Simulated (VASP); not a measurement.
```
CELL_PARAMETERS angstrom
      0.00000     2.84492     2.84492
      2.84492     0.00000     2.84492
      2.84492     2.84492     0.00000
ATOMIC_POSITIONS crystal
  Ga 0.00000 0.00000 0.00000
  As 0.25000 0.25000 0.25000
```

Level of theory: HSE06 screened hybrid, VASP's PBE PAW potentials (set 64) (plane waves; VASP). Run with 520 eV cut-off, 6×6×6 Γ-centred mesh, Gaussian smearing of 0.050 eV, potentials Ga_d As.

Q: What does the run give for the energy per atom (σ→0), band gap (on the k-mesh) with the smallest direct gap where there is one?

A: 
```
Property                                      Value
-----------------------------------  --------------
band gap (on the k-mesh)                    1.27 eV
smallest direct gap (on the k-mesh)         1.27 eV
energy per atom (σ→0)                -4.938 eV/atom
```

The absolute energy has meaning only against runs of the same code, potentials and settings.

The compound is GaAs in the zinc blende structure. This cell is one point of a volume scan, at 0.97 of the reference volume. The cell's shape comes from a PBE relaxation.
